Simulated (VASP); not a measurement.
Output of a VASP run:

### OSZICAR
```
       N       E                     dE             d eps       ncg     rms          rms(c)
DAV:   1     0.428469223660E+02    0.42847E+02   -0.66234E+03   696   0.983E+02
DAV:   2    -0.130945617129E+02   -0.55941E+02   -0.51748E+02   864   0.189E+02
DAV:   3    -0.161613296272E+02   -0.30668E+01   -0.30380E+01  1008   0.365E+01
DAV:   4    -0.162812548896E+02   -0.11993E+00   -0.11984E+00  1012   0.750E+00
DAV:   5    -0.162839810038E+02   -0.27261E-02   -0.27258E-02  1004   0.999E-01    0.289E+01
DAV:   6    -0.147073030937E+02    0.15767E+01   -0.42377E+00   784   0.103E+01    0.210E+01
DAV:   7    -0.146770999896E+02    0.30203E-01   -0.13478E+00  1068   0.583E+00    0.803E+00
DAV:   8    -0.146629766377E+02    0.14123E-01   -0.26553E-01   792   0.301E+00    0.554E-01
DAV:   9    -0.146589112159E+02    0.40654E-02   -0.31250E-02   852   0.103E+00    0.230E-01
DAV:  10    -0.146588864393E+02    0.24777E-04   -0.10570E-03   884   0.274E-01    0.199E-01
DAV:  11    -0.146589190831E+02   -0.32644E-04   -0.29400E-04  1064   0.117E-01    0.487E-02
DAV:  12    -0.146589237846E+02   -0.47015E-05   -0.27233E-05   904   0.443E-02    0.821E-03
DAV:  13    -0.146589244213E+02   -0.63671E-06   -0.28197E-06   964   0.118E-02    0.293E-03
DAV:  14    -0.146589246994E+02   -0.27808E-06   -0.48879E-07   920   0.521E-03    0.217E-03
DAV:  15    -0.146589245953E+02    0.10406E-06   -0.61126E-08   640   0.239E-03    0.617E-04
DAV:  16    -0.146589245704E+02    0.24972E-07   -0.21635E-08   556   0.126E-03
   1 F= -.14658925E+02 E0= -.14658925E+02  d E =0.000000E+00
```

OUTCAR:
```
------------------------ aborting loop because EDIFF is reached ----------------------------------------
  FORCE on cell =-STRESS in cart. coord.  units (eV):
  Direction    XX          YY          ZZ          XY          YZ          ZX
  --------------------------------------------------------------------------------------
  Total       -0.0160724     -0.0160724     -0.0160724      0.0000000      0.0000000     -0.0000000
  in kB       -0.4270056     -0.4270056     -0.4270056      0.0000000      0.0000000     -0.0000000
  external PRESSURE =      -0.4270056 kB  Pullay stress =       0.0000000 kB
  volume of cell :       60.31
      direct lattice vectors                 reciprocal lattice vectors
     0.000000000  3.112497672  3.112497672    -0.160642690  0.160642690  0.160642690
     3.112497672  0.000000000  3.112497672     0.160642690 -0.160642690  0.160642690
     3.112497672  3.112497672  0.000000000     0.160642690  0.160642690 -0.160642690
 POSITION                                       TOTAL-FORCE (eV/Angst)
 -----------------------------------------------------------------------------------
      0.00000      0.00000      0.00000         0.000000      0.000000      0.000000
      1.55625      1.55625      1.55625        -0.000000     -0.000000     -0.000000
 -----------------------------------------------------------------------------------
    total drift:                               -0.000000     -0.000000     -0.000000
  FREE ENERGIE OF THE ION-ELECTRON SYSTEM (eV)
  ---------------------------------------------------
  free  energy   TOTEN  =       -14.6589245704 eV

  energy  without entropy=      -14.6589245704  energy(sigma->0) =      -14.65892457

 total charge

# of ion       s       p       d       f       tot
--------------------------------------------------
    1        2.216   6.338   0.969   0.041   9.564
    2        1.029   1.564   0.000   0.000   2.593
--------------------------------------------------
tot          3.244   7.902   0.969   0.041  12.157
```
(Selected blocks of OUTCAR.)

File POSCAR:
```
YP
1
   -0.0000000000     3.1124976721     3.1124976721
    3.1124976721    -0.0000000000     3.1124976721
    3.1124976721     3.1124976721    -0.0000000000
Y P
1 1
Direct
  0.0000000000   1.0000000000   1.0000000000
  0.2500000000   0.2500000000   0.2500000000
```

### Question
Reconstruct the remaining input files.

### Answer
One answer among several that fit: the input of the run itself, PBEsol GGA, plane waves, VASP's PBE PAW potentials (set 64).

INCAR:
```
# general
SYSTEM   =  YP
PREC     =  Accurate
ENCUT    =  400   # plane-wave cut-off (eV)
LREAL    =  F   # projection in real space or not
LASPH    =  T   # aspherical one-centre terms

# electronic loop
EDIFF    =  1E-7
NELM     =  100   # most electronic steps
ALGO     =  Normal   # blocked Davidson
LMAXMIX  =  4   # l cut-off of mixed one-centre charges

# smearing
ISMEAR   =  -5   # tetrahedra, Bloechl

# functional
GGA      =  PS

# ions
ISIF     =  2

# output
LWAVE    =  F
LCHARG   =  T
LORBIT   =  11
NEDOS    =  601   # DOS grid
```

File KPOINTS:
```
K-points
0
gamma
8 8 8
```

POTCAR, in this order: Y_sv P (PBE.64 set). Program: vasp_std.

The structure was generated: YP was put into the zinc blende type (F-43m), which need not be its known phase. It was relaxed first, which changed the volume by -25 %.
